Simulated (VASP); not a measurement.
Set up this calculation in VASP 6.6.1, as the native input.

```yaml
Task: single point
Functional: LDA
Potentials_or_basis: VASP PAW PBE potentials, release 64 (Yb, N)
Cutoff: 520 eV
k_mesh: 6 × 6 × 6
Occupations: gaussian, width 0.05 eV
Spin: non-collinear spin, random start
Starting_moments: "[[0.429, -0.388, 0.16], [-0.0, 0.0, 0.0]] μB"
Hubbard_terms: Yb f U = 5 eV
Further_INCAR_settings: ALGO = Normal; EDIFF = 1e-07
```

The structure of YbN lies in POSCAR:

```
YbN
1.0
    2.9096680100      0.0000000000      0.0000000000
    0.0000000000      2.9096680100      0.0000000000
    0.0000000000      0.0000000000      2.9096680100
Yb N
1 1
Direct
    0.0000000000      0.0000000000      0.0000000000
    0.5000000000      0.5000000000      0.5000000000
```

The cell comes from a database or a generator and needn't be the stable form of this composition.

One way to write it, as run:

INCAR

```
PREC = Accurate
ENCUT = 520
EDIFF = 1E-7
ISMEAR = 0
SIGMA = 0.05
LREAL = False
LASPH = True
NELM = 150
ALGO = Normal
ISIF = 2
LWAVE = False
LCHARG = False
LNONCOLLINEAR = True
MAGMOM = 0.429 -0.388 0.16 0 0 0
LORBIT = 11
LMAXMIX = 6
LDAU = True
LDAUTYPE = 2
LDAUL = 3 -1
LDAUU = 5 0
LDAUJ = 0 0
LDAUPRINT = 1
GGA = CA
```

KPOINTS

```
regular mesh
0
Gamma
  6 6 6
```

Potentials or basis: VASP PAW PBE potentials, release 64 (Yb, N).

The run is started by

```sh
$ cat potpaw_PBE.64/Yb/POTCAR potpaw_PBE.64/N/POTCAR > POTCAR
$ mpirun -np 1 vasp_ncl > vasp.out
```

Results of the run:

```yaml
Pressure: -6.1 GPa
Band_gap_on_the_k_mesh: none (metal or under the smearing width)
Net_moment: 0.89 μB per cell
Valence_electrons_inside_the_program's_atomic_spheres: Yb 22.30; N 3.60
```

Caveat: the PAW data sets were made with another functional, which shifts forces and pressure a little; spin-orbit coupling is left out, which moves the levels of the heavy elements.

Run time: 24 min on 1 thread of Intel(R) Xeon(R) Platinum 8375C CPU @ 2.90GHz (Ice Lake) (shared host), peak memory 0.33 GiB.
